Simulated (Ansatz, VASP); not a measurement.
**SiH4C (SiC wire along [110], 2 atoms a period, H-terminated) in two plane-wave programs**

Wanted: the spread between two codes on one cell, functional and k mesh. Of the first pair: The structure shown is the start of the Ansatz relaxation below; VASP solves that cell, so the two are compared at the walk's first step.

Main program and level: Ansatz 0.2.0; plane waves, with VASP 6.6.1 beside it; single point at PBE.

## 1. The starting structure

The cell holds 6 atoms: 4 H, 1 Si and 1 C. Its edges and angles: a = 9.390 Å, b = 9.200 Å, c = 3.097 Å, α = 90.0°, β = 90.0°, γ = 90.0°. Vacuum lies along a and b. The structure's axis is c.

## 2. Ansatz: relaxation, PBE

Ansatz runs on its default PAW (the set named soft_2) files.

The two programs are compared at the cell with which this relaxation starts, whose forces are those of its first step.

input.yaml reads:

```yaml
crystal:
  lattice:
    - [9.39, 0.0, 0.0]
    - [0.0, 9.2, 0.0]
    - [0.0, 0.0, 3.0971277016]
  atoms:
    - { symbol: H, position: [0.362087327, 0.630489125, 0.0] }
    - { symbol: Si, position: [0.452471235, 0.500027171, 0.0] }
    - { symbol: C, position: [0.569084653, 0.500027171, 0.5] }
    - { symbol: H, position: [0.637948583, 0.400627587, 0.5] }
    - { symbol: H, position: [0.637948583, 0.599426755, 0.5] }
    - { symbol: H, position: [0.362087327, 0.369565217, 0.0] }
kpoints:
  mp_grid: { grid: [1, 1, 26] }
scf:
  occupations: { method: fermi_dirac, width: 0.05 }
hamiltonian:
  xc: pbe
relax:
  cell: { fix: [a, b, alpha, beta, gamma] }
  max_steps: 60
```

Started as:

```
$ ansatz run input.yaml --threads 8 --pin off --max-ram 16384MiB --backend cpu --events-out ev --progress --plain --runs-dir out
```

Numbers of over 12 decimals in the logs are rounded to 6 here.

What it wrote:

```text
Engine: ansatz 0.2.0, x86_64-unknown-linux-gnu
Pseudopotentials: kind: paw
Pseudopotential: H, paw, valence charge 1, recommended cutoff 420 eV (normal), H.paw.azcp
Pseudopotential: Si, paw, valence charge 4, recommended cutoff 420 eV (normal), Si.paw.azcp
Pseudopotential: C, paw, valence charge 4, recommended cutoff 420 eV (normal), C.paw.azcp
Functional definition: PBE
  parameter kappa = 0.804
  parameter beta = 0.066725
  exchange = pbe_x(kappa = kappa, mu = beta*pi^2/3)
  correlation = pbe_c(beta = beta)
Crystal: 6 atoms, lattice volume = 267.555 Å³
Basis set: ecut = 420 eV, 5207 PW (Γ), exchange–correlation on 128×128×48 points (8 copies of the dense FFT grid, shifted against one another)
Bands: 12, of which v1, the nominal top of the filled ones, is band 6 counted from 1 (5 counted from 0)
Symmetry: 4 space group operations
Space group: Pmm2 (ITA 25), of the structure as read, at distance tolerance 6.4e-5 Å
k-points: 14 of 26
Non-local potential: H, projectors of the file, l = 0: 2, l = 1: 1
Non-local potential: Si, projectors of the file, l = 0: 2, l = 1: 2, l = 2: 2
Non-local potential: C, projectors of the file, l = 0: 2, l = 1: 2, l = 2: 1
PAW form: soft (Blöchl's): semilocal exchange-correlation on the pseudo side does not see the compensation charge
PAW one-centre angular grid: H, 110 points (default); XC on 64 Gauss nodes
PAW one-centre angular grid: Si, 110 points (default); XC on 64 Gauss nodes
PAW one-centre angular grid: C, 110 points (default); XC on 64 Gauss nodes
Initial density: superposition of atomic densities (neutral atoms: chi_scale 0, normalization atom), corrected by the library's trained network
Initial wavefunctions: pseudopotential atomic-orbital guess
Functional: x = pbe(κ = 0.804, μ = 0.219515), c = pbe(β = 0.066725)
SCF iter   1: F=—  HF=-950.869714 eV  |F-HF|=—  |Δ(HF+E_count)|=         —  Δρ=1.52e-3  dr2=7.18e-3  ethr=1.77e-3  ⟨swp⟩=6.6  Hψ=1385  notcnv=0
preconditioner: auto → Resta (q_TF=auto, 1.626 Å⁻¹)  ε∞=1.5  [insulator: Δε(μ)=4.459 eV  Ē_g=11.277 eV  σ=0.050 eV  W_gap=1.00  n_scr=20 (ndim 8)  ℏωp=7.9 eV  f_vac=0.683  D(μ)=0.00/eV (n_scr^D=0)  ε∞_Penn≈1.5  vacuum switching on, ρ_ref=9.2e-3 e/Å³]
SCF iter   2: F=—  HF=-950.876428 eV  |F-HF|=—  |Δ(HF+E_count)|=   6.71e-3  Δρ=6.27e-4  dr2=1.48e-3  ethr=5.98e-5  ⟨swp⟩=2.6  Hψ=392  notcnv=0  defer=25
SCF iter   3: F=—  HF=-950.879308 eV  |F-HF|=—  |Δ(HF+E_count)|=   2.88e-3  Δρ=1.88e-4  dr2=1.58e-4  ethr=1.23e-5  ⟨swp⟩=2.6  Hψ=267  notcnv=0  defer=25
SCF iter   4: F=—  HF=-950.879492 eV  |F-HF|=—  |Δ(HF+E_count)|=   1.84e-4  Δρ=5.60e-5  dr2=1.05e-5  ethr=1.32e-6  ⟨swp⟩=2.1  Hψ=269  notcnv=0  defer=25
SCF iter   5: F=—  HF=-950.879540 eV  |F-HF|=—  |Δ(HF+E_count)|=   4.78e-5  Δρ=1.44e-5  dr2=8.87e-7  ethr=8.78e-8  ⟨swp⟩=2.3  Hψ=254  notcnv=0  defer=25
SCF iter   6: F=—  HF=-950.879540 eV  |F-HF|=—  |Δ(HF+E_count)|=   2.31e-7  Δρ=7.23e-6  dr2=1.69e-7  ethr=8.33e-10  ⟨swp⟩=5.7  Hψ=554  notcnv=0
SCF iter   7: F=-950.879539 eV  HF=-950.879539 eV  |F-HF|=6.16e-10  |Δ(HF+E_count)|=   3.33e-8  Δρ=1.69e-6  dr2=8.03e-9  ethr=8.33e-10  ⟨swp⟩=5.0  Hψ=505  notcnv=0
SCF 1 converged in 7 iterations: F = -950.879539 eV  dr2 = 8.03e-9
  greatest PAW one-centre occupation: 0.643 electrons in one spin orbital (limit 2), on the C atom at site 2 (counted from 0), in its partial waves of l = 0
relax step   1: F+E_penalty+E_count = -950.87953949 eV  Δ(F+E_penalty+E_count) = +0.000e0 eV  max|allowed force component| = 1.416e0 eV/Å  Δτ_max = 0.0000 Å  P = -0.026 GPa  Ω = 267.555 Å³  fix = [a, b, alpha, beta, gamma]  reactions: a -0.402, b -0.076 GPa  (7 SCF iters, dr2 threshold 1.00e-7 eV, accepted)
[...]
relax step   4: F+E_penalty+E_count = -950.93579109 eV  Δ(F+E_penalty+E_count) = -1.636e-4 eV  max|allowed force component| = 1.914e-2 eV/Å  Δτ_max = 0.0013 Å  P = -0.017 GPa  Ω = 272.677 Å³  energy of the carried Pulay correction = -1.670e-3 eV  fix = [a, b, alpha, beta, gamma]  reactions: a -0.027, b +0.007 GPa  (4 SCF iters, dr2 threshold 1.16e-7 eV, accepted)
[...]
relax step   5: F+E_penalty+E_count = -950.93583646 eV  Δ(F+E_penalty+E_count) = -4.537e-5 eV  max|allowed force component| = 2.904e-2 eV/Å  Δτ_max = 0.0011 Å  P = -0.000 GPa  Ω = 272.555 Å³  energy of the carried Pulay correction = -1.631e-3 eV  fix = [a, b, alpha, beta, gamma]  reactions: a -0.010, b +0.004 GPa  (5 SCF iters, dr2 threshold 2.29e-8 eV, accepted)
[...]
relax step   6: F+E_penalty+E_count = -950.93585785 eV  Δ(F+E_penalty+E_count) = -2.139e-5 eV  max|allowed force component| = 1.080e-3 eV/Å  Δτ_max = 0.0007 Å  P = -0.004 GPa  Ω = 272.530 Å³  energy of the carried Pulay correction = -1.623e-3 eV  fix = [a, b, alpha, beta, gamma]  reactions: a -0.017, b +0.007 GPa  (4 SCF iters, dr2 threshold 5.27e-8 eV, accepted)
[...]
relax step   7: F+E_penalty+E_count = -950.93787548 eV  Δ(F+E_penalty+E_count) = -2.018e-3 eV  max|allowed force component| = 2.174e-3 eV/Å  Δτ_max = 0.0000 Å  P = +0.005 GPa  Ω = 272.530 Å³  fix = [a, b, alpha, beta, gamma]  reactions: a -0.012, b +0.007 GPa  stress off target by 2.01e-2 GPa on what of the cell is left free  SCF on the basis re-selected at this cell (its energy is not comparable with the rows above)  (6 SCF iters)
basis re-selected at this cell: Δ(F+E_penalty+E_count) = -2.018e-3 eV, ΔP = +0.009 GPa vs the last step (what re-selecting the basis moved, of the pressure what is left beyond the Pulay correction that the steps carried, after the strain that the cell walked since its last selection, with what the two solves' SCF thresholds leave and, on support functions, any second-order correction that the steps lacked; it is no m [...]
SCF converged after 6 iterations
Free energy (F): -950.937875 eV
Harris-Foulkes:  -950.937875 eV  (|F-HF|=6.24e-10)
Internal energy: -950.937875 eV  (E = F + TS)
E sigma→0 (E₀):  -950.937875 eV
Fermi energy:    -2.425783 eV
--- Per-component energies (eV) ---
  E_band       = -110.667661
  E_kinetic    = 186.899773
  E_local      = -1114.459005  (includes V_loc(G=0)·N_el)
  E_nonlocal   = 59.157533
  E_hartree    = 461.335418
  E_xc         = -139.435765
  E_vxc        = -152.783379  (∫ρ·V_xc dr)
  E_paw        = -614.488838  (= ΣΔE_a)
  E_vpaw       = -12.148235  (= ΣTr[D̂ρ^β])
  E_aug_tail   = -0.005184  (compensation charges beyond the density's cutoff)
  E_ewald      = 210.058192
  E_smearing   = -0.000000  (= −TS)
  E_closure    = 0.000000  (closes the sum)
  Σ components = -950.937875   (vs F -950.937875, Δ=0.00e0)
--- Forces (eV/Å), atoms counted from 1 ---
  atom   1  H      0.00005800    -0.00034842    -0.00000000
  atom   2  Si    -0.00014769     0.00000000     0.00000000
  atom   3  C      0.00217451    -0.00000000    -0.00000000
  atom   4  H     -0.00107107     0.00059410     0.00000000
  atom   5  H     -0.00107107    -0.00059410     0.00000000
  atom   6  H      0.00005800     0.00034842    -0.00000000
  max |Σ_I F_I| component: 6.98e-7 eV/Å
--- Stress (GPa, compression-positive) ---
       -0.012191      -0.000000      -0.000000
       -0.000000       0.006799      -0.000000
       -0.000000      -0.000000       0.020051
  P = ⅓ Tr σ = 0.0049 GPa (0.049 kbar)
--- Relaxed structure (6 steps of the walk, 6 accepted, 1 SCFs on fresh bases) ---
  F+E_penalty+E_count = -950.93787548 eV   max|allowed force component| = 2.174e-3 eV/Å   (the final SCF, on the basis selected at the relaxed cell)
  cell:  # Å, volume = 272.5300 Å³
    - [9.39, 0, 0]
    - [0, 9.2, 0]
    - [0, 0, 3.154721]
  atoms:
    - { symbol: H, position: [0.362525, 0.631398, 0] }
    - { symbol: Si, position: [0.456773, 0.500027171, -7.240122168456558e-19] }
    - { symbol: C, position: [0.566705, 0.500027171, 0.5] }
    - { symbol: H, position: [0.636550, 0.403786, 0.5] }
    - { symbol: H, position: [0.636550, 0.596268, 0.5] }
    - { symbol: H, position: [0.362525, 0.368656, 0] }
```

In the SCF lines HF is the Harris–Foulkes energy and dr2 the Hartree energy of the density residual, in eV; the loop may stop once dr2 is under the threshold and the program's other checks hold. Hψ counts applications of the Hamiltonian.

## 3. VASP: single point, PBE, start cell, pair 1

The same cell, functional, mesh and smearing now go to VASP, with its own data sets.

Lines of VASP's logs that name or quote its potential files are left out, and so is its time.

INCAR reads:

```
SYSTEM = SiH4C
PREC = Accurate
ENCUT = 520
EDIFF = 1E-06
NELM = 120
ISMEAR = -1
SIGMA = 0.05
LREAL = .FALSE.
ALGO = Normal
GGA = PE
NBANDS = 12
LORBIT = 11
LWAVE = .FALSE.
LCHARG = .FALSE.
ISIF = 2
LASPH = .TRUE.
GGA_COMPAT = .FALSE.
EFERMI = MIDGAP
KPAR = 2
```

POSCAR reads:

```
SiH4C
1.0
    9.3900000000      0.0000000000      0.0000000000
    0.0000000000      9.2000000000      0.0000000000
    0.0000000000      0.0000000000      3.0971280000
H Si C
4 1 1
Direct
    0.3620873269      0.6304891304      0.0000000000
    0.6379485623      0.4006276087      0.5000000000
    0.6379485623      0.5994267391      0.5000000000
    0.3620873269      0.3695652174      0.0000000000
    0.4524712460      0.5000271739      0.0000000000
    0.5690846645      0.5000271739      0.5000000000
```

KPOINTS reads:

```
Automatic mesh
0
Gamma
1 1 26
0 0 0
```

Potentials, in the order of the species: H, Si and C (PBE family, release 64).

Started as:

```
$ mpirun -np 2 vasp_std
```

What it wrote:

```text
[banner, memory and clock lines left out]
running    2 mpi-ranks, on    1 nodes
 distrk:  each k-point on    1 cores,    2 groups
 distr:  one band on    1 cores,    1 groups

 POSCAR found type information on POSCAR H SiC
 POSCAR found :  3 types and       6 ions
 LDA part: xc-table for (Slater+PW92), standard interpolation
 POSCAR, INCAR and KPOINTS ok, starting setup
 FFT: planning ... GRIDC
 FFT: planning ... GRID_SOFT
 FFT: planning ... GRID
 WAVECAR not read
 entering main loop
       N       E                     dE             d eps       ncg     rms          rms(c)
DAV:   1     0.607320949002E+02    0.60732E+02   -0.37888E+03   336   0.666E+02
DAV:   2    -0.207729990825E+02   -0.81505E+02   -0.71950E+02   524   0.125E+02
DAV:   3    -0.317662543509E+02   -0.10993E+02   -0.10943E+02   440   0.579E+01
DAV:   4    -0.322680939715E+02   -0.50184E+00   -0.50148E+00   516   0.146E+01
DAV:   5    -0.322737094608E+02   -0.56155E-02   -0.56152E-02   492   0.126E+00    0.103E+01
DAV:   6    -0.294467852063E+02    0.28269E+01   -0.72545E+00   368   0.145E+01    0.509E+00
DAV:   7    -0.290057958276E+02    0.44099E+00   -0.11873E+00   488   0.622E+00    0.239E+00
DAV:   8    -0.288471580508E+02    0.15864E+00   -0.26835E-01   440   0.290E+00    0.376E-01
DAV:   9    -0.288331854190E+02    0.13973E-01   -0.29294E-02   496   0.107E+00    0.243E-01
DAV:  10    -0.288291020396E+02    0.40834E-02   -0.82765E-03   508   0.512E-01    0.107E-01
DAV:  11    -0.288300632310E+02   -0.96119E-03   -0.21664E-03   392   0.293E-01    0.800E-02
DAV:  12    -0.288334957009E+02   -0.34325E-02   -0.15250E-03   440   0.198E-01    0.319E-02
DAV:  13    -0.288347781103E+02   -0.12824E-02   -0.12449E-04   464   0.742E-02    0.225E-02
DAV:  14    -0.288360591674E+02   -0.12811E-02   -0.98438E-05   484   0.535E-02    0.138E-02
DAV:  15    -0.288365566935E+02   -0.49753E-03   -0.59524E-05   448   0.400E-02    0.518E-03
DAV:  16    -0.288368876558E+02   -0.33096E-03   -0.92897E-05   424   0.330E-02    0.365E-03
DAV:  17    -0.288369063073E+02   -0.18652E-04   -0.29159E-06   504   0.690E-03    0.155E-03
DAV:  18    -0.288369112994E+02   -0.49922E-05   -0.81788E-07   412   0.333E-03    0.666E-04
DAV:  19    -0.288369118313E+02   -0.53184E-06   -0.70006E-08   464   0.141E-03
   1 F= -.28836912E+02 E0= -.28836912E+02  d E =-.671220E-20
```

From OUTCAR (step 3):

```text
ion  position               nearest neighbor table
   1  0.362  0.630  0.000-   5 1.47
   2  0.638  0.401  0.500-   6 1.12
   3  0.638  0.599  0.500-   6 1.12
   4  0.362  0.370  0.000-   5 1.47
   5  0.452  0.500  0.000-   1 1.47   4 1.47   6 1.90   6 1.90
   6  0.569  0.500  0.500-   3 1.12   2 1.12   5 1.90   5 1.90

  LATTYP: Found a simple orthorhombic cell.
 ALAT       =     3.0971280000
 B/A-ratio  =     2.9704939544
 C/A-ratio  =     3.0318411122

 Subroutine GETGRP returns: Found  4 space group operations
 (whereof  2 operations were pure point group operations)

The static configuration has the point symmetry C_1h.
 The point group associated with its full space group is C_2v.

 Found     14 irreducible k-points:

   k-points           NKPTS =     14   k-points in BZ     NKDIM =     14   number of bands    NBANDS=     12

   dimension x,y,z NGX =    70 NGY =   70 NGZ =   24
   dimension x,y,z NGXF=   140 NGYF=  140 NGZF=   48

   ENCUT  =  520.0 eV  38.22 Ry    6.18 a.u.  17.46 17.11  5.76*2*pi/ulx,y,z

   NELECT =      12.0000    total number of electrons

 k-points in reciprocal lattice and weights: Automatic mesh
   0.00000000  0.00000000  0.00000000       0.038
   0.00000000  0.00000000  0.03846154       0.077
   0.00000000  0.00000000  0.07692308       0.077
   0.00000000  0.00000000  0.11538462       0.077
   0.00000000  0.00000000  0.15384615       0.077
   0.00000000  0.00000000  0.19230769       0.077
   0.00000000  0.00000000  0.23076923       0.077
   0.00000000  0.00000000  0.26923077       0.077
   0.00000000  0.00000000  0.30769231       0.077
[...]
0.00000000  0.00000000  0.46153846       0.077
   0.00000000  0.00000000  0.50000000       0.038

 average (electrostatic) potential at core
       1 -39.4305       2 -40.7065       3 -40.7065       4 -39.4305       5 -91.7823
       6 -56.8885

 E-fermi :  -2.2453

 k-point     1 :       0.0000    0.0000    0.0000
  band No.  band energies     occupation
    ...
      2     -11.1422      2.00000
      3      -9.4684      2.00000
      4      -6.7953      2.00000
      5      -6.3498      2.00000
      6      -4.5241      2.00000
      7       0.0334      0.00000
      8       0.7927      0.00000
      9       1.2135      0.00000
     10       1.4315      0.00000
     11       2.0484      0.00000
    ...

 k-point     2 :       0.0000    0.0000    0.0385
  band No.  band energies     occupation
    ...
      2     -11.1336      2.00000
      3      -9.4566      2.00000
      4      -6.7903      2.00000
      5      -6.3520      2.00000
      6      -4.6226      2.00000
      7       0.0623      0.00000
      8       0.8214      0.00000
      9       1.2418      0.00000
     10       1.4533      0.00000
     11       2.1208      0.00000
    ...

 k-point     3 :       0.0000    0.0000    0.0769
  band No.  band energies     occupation
    ...
      2     -11.1084      2.00000
      3      -9.4213      2.00000
      4      -6.7755      2.00000
      5      -6.3604      2.00000
      6      -4.8917      2.00000
      7       0.1414      0.00000
      8       0.8956      0.00000
      9       1.3228      0.00000
     10       1.5187      0.00000
     11       2.3228      0.00000
    ...

  Total       -0.7293693     -0.1937083      0.6228577      0.0000000      0.0000000      0.0000000
  in kB       -4.3676265     -1.1599684      3.7298114      0.0000000      0.0000000      0.0000000
  external PRESSURE =      -0.5992612 kB  Pullay stress =       0.0000000 kB

  energy-cutoff  :      520.00
  volume of cell :      267.55
      direct lattice vectors                 reciprocal lattice vectors
     9.390000000  0.000000000  0.000000000     0.106496273  0.000000000  0.000000000
     0.000000000  9.200000000  0.000000000     0.000000000  0.108695652  0.000000000
     0.000000000  0.000000000  3.097128000     0.000000000  0.000000000  0.322879778

 POSITION                                       TOTAL-FORCE (eV/Angst)
 -----------------------------------------------------------------------------------
      3.40000      5.80050      0.00000        -0.316774      0.343358      0.000000
      5.99034      3.68577      1.54856        -0.276002      0.528616      0.000000
      5.99034      5.51473      1.54856        -0.276002     -0.528616      0.000000
      3.40000      3.40000      0.00000        -0.316774     -0.343358      0.000000
      4.24870      4.60025      0.00000         1.395451      0.000000      0.000000
      5.34370      4.60025      1.54856        -0.209899      0.000000      0.000000
 -----------------------------------------------------------------------------------
    total drift:                               -0.000062     -0.000000      0.000000

  FREE ENERGIE OF THE ION-ELECTRON SYSTEM (eV)
  ---------------------------------------------------
  free  energy   TOTEN  =       -28.8369118313 eV

  energy  without entropy=      -28.8369118313  energy(sigma->0) =      -28.83691183

 total charge
# of ion       s       p       d       tot
------------------------------------------
    1        0.590   0.014   0.000   0.604
    2        0.610   0.042   0.000   0.652
    3        0.610   0.042   0.000   0.652
    4        0.590   0.014   0.000   0.604
    5        0.725   1.022   0.000   1.747
    6        0.829   1.728   0.000   2.557
--------------------------------------------------
tot          3.954   2.861   0.000   6.815

[... 3 further parts left out ...]
```

The gap is read on the k-mesh alone, so it is an upper bound where the band edges lie off the mesh.

## 4. Differences

Known differences besides the potentials themselves: the cutoff is 420 eV in Ansatz and 520 eV in VASP. Total energies have different zeros and are not compared.

Forces (eV/Å; atoms numbered as in POSCAR):

```
atom         Ansatz x, y, z           VASP x, y, z
  H1   -0.326, 0.357, 0.000   -0.317, 0.343, 0.000
  H2   -0.289, 0.549, 0.000   -0.276, 0.529, 0.000
  H3  -0.289, -0.549, 0.000  -0.276, -0.529, 0.000
  H4  -0.326, -0.357, 0.000  -0.317, -0.343, 0.000
 Si5    1.416, 0.000, 0.000    1.395, 0.000, 0.000
  C6   -0.186, 0.000, 0.000   -0.210, 0.000, 0.000
```

The forces differ by 12 meV/Å r.m.s., which is 3.0 % of the r.m.s. force of 0.418 eV/Å (both taken over all components).

(Continued in part 2 of 2.)

[Lines on the potential files, build, host, timing and source positions are cut from VASP's logs without a mark.]

[Logs are printed without paths, hosts, clocks, repeated set-up lines and the standing remarks that a program may print on its own settings, such as how far it seeks lower states.]

[Hosts, paths, dates, database ids (printed as entryN), source tags and the programs' standing remarks are cut or masked in the printed files.]
